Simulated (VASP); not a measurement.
Consider the following.

```
CELL_PARAMETERS angstrom
      0.00000     2.66293     2.66293
      2.66293     0.00000     2.66293
      2.66293     2.66293     0.00000
ATOMIC_POSITIONS crystal
  K  0.00000 0.00000 0.00000
  F  0.50000 0.50000 0.50000
```

These are revTPSS meta-GGA, VASP's PBE PAW potentials (set 64) (plane waves; VASP) values and carry that method's errors. Run with 520 eV cut-off, 9×9×9 Γ-centred mesh, Gaussian smearing of 0.050 eV, potentials K_sv F.

Question: Give the stress tensor in GPa (positive for a compressed cell).

Answer: 
```
1.04  0.00  0.00
0.00  1.04  0.00
0.00  0.00  1.04
```
The pressure is its mean diagonal, 1.04 GPa.

The compound is KF in the rock salt structure. This cell is one point of a volume scan, at 0.97 of the reference volume.
